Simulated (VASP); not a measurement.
Input:

```yaml
crystal:
  lattice:
    - [1.53853, -2.66481, 0.00000]
    - [1.53853, 2.66481, 0.00000]
    - [0.00000, 0.00000, 5.05198]
  atoms:
    - { symbol: Si, position: [0.66667, 0.33333, 0.49964] }
    - { symbol: Si, position: [0.33333, 0.66667, 0.99964] }
    - { symbol: C, position: [0.66667, 0.33333, 0.87536] }
    - { symbol: C, position: [0.33333, 0.66667, 0.37536] }
```

These are PBEsol GGA, VASP's PBE PAW potentials (set 64) (plane waves; VASP 6.6.1) values and carry that method's errors. Numerical set-up: 520 eV cut-off, 8×8×5 Γ-centred mesh, Gaussian smearing of 0.010 eV, potentials Si C.

**Question.** The job: SiC (wurtzite), 4 atoms, PBEsol, DFPT for ε, Born charges and Γ modes, 520 eV, 8×8×5 Γ-centred mesh. Roughly how much core time does it take on a busy server core?

**Answer.** About 10 core-minutes (one run on a shared machine, a rough figure). It had 30 irreducible k-points, 12 bands, up to 1132 plane waves and 164 electronic steps.

The compound is SiC in the wurtzite structure, the rare 2H polytype. It was relaxed first.
